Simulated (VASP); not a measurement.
**A VASP 6.6.1 single-point calculation on Ca2C**

INCAR

```
LWAVE = .FALSE.
NELM = 120
ISMEAR = -1
ENCUT = 520
EDIFF = 1E-7
ISIF = 2
LREAL = .FALSE.
PREC = Single
GGA = PE
IBRION = -1
LASPH = .TRUE.
LCHARG = .FALSE.
NBANDS = 19
SIGMA = 0.02
NSW = 0
```

KPOINTS

```
KPOINTS created by Atomic Simulation Environment
0
Gamma
8 8 8
0 0 0
```

POSCAR

```
C  Ca
 1.0000000000000000
     0.0000000000000000    3.0400414738000001    3.1422679096000001
     3.0400414738000001    0.0000000000000000    3.1422679096000001
     3.0400414738000001    3.0400414738000001    0.0000000000000000
 C   Ca
   1   2
Cartesian
  0.0000000000000000  0.0000000000000000  0.0000000000000000
  1.5200207369000001  1.5200207369000001  1.5711339548000001
  4.5600622107000000  4.5600622107000000  4.7134018643999998
```

The recommended PBE PAW datasets give the neutral cell 24 valence electrons.

Command

```
mpirun -np 1 vasp_std
```

Q: How does this run end, and what does it give?

A: It converged. Results: gap between bands v and c on the k mesh 0.00 eV; least direct gap on the k mesh 0.00 eV; pressure 4.2 GPa. Band v is the last that the valence electrons fill when counted band by band, and c is the next.

OSZICAR

```
N       E                     dE             d eps       ncg     rms          rms(c)
DAV:   1     0.206447080005E+03    0.20645E+03   -0.12416E+04  2242   0.124E+03
DAV:   2     0.251841178639E+00   -0.20620E+03   -0.20215E+03  2344   0.353E+02
DAV:   3    -0.142843470296E+02   -0.14536E+02   -0.14468E+02  4056   0.738E+01
DAV:   4    -0.147877344159E+02   -0.50339E+00   -0.50255E+00  3182   0.133E+01
DAV:   5    -0.148014897852E+02   -0.13755E-01   -0.13752E-01  3568   0.165E+00    0.907E+00
DAV:   6    -0.122302456426E+02    0.25712E+01   -0.25607E+01  2654   0.133E+01    0.400E+00
DAV:   7    -0.120353938216E+02    0.19485E+00   -0.19278E+00  2735   0.564E+00    0.182E+00
DAV:   8    -0.119936890624E+02    0.41705E-01   -0.17781E-01  2793   0.288E+00    0.380E-01
DAV:   9    -0.119922030093E+02    0.14861E-02   -0.20772E-02  3138   0.654E-01    0.195E-01
DAV:  10    -0.119923549684E+02   -0.15196E-03   -0.18883E-03  3353   0.277E-01    0.509E-02
DAV:  11    -0.119924112884E+02   -0.56320E-04   -0.42425E-04  3216   0.861E-02    0.311E-02
DAV:  12    -0.119923901458E+02    0.21143E-04   -0.16146E-04  3056   0.672E-02    0.335E-03
DAV:  13    -0.119923905514E+02   -0.40553E-06   -0.43956E-06  3316   0.131E-02    0.123E-03
DAV:  14    -0.119923904409E+02    0.11050E-06   -0.19970E-07  2459   0.274E-03    0.598E-04
DAV:  15    -0.119923904588E+02   -0.17927E-07   -0.53336E-08  1667   0.141E-03
   1 F= -.11992390E+02 E0= -.11992295E+02  d E =-.190564E-03
```

For comparison, a separate PBE run of the intended cell, on usual settings and not on those above, gives a gap of 0.00 eV on its mesh and a pressure of 4.2 GPa.
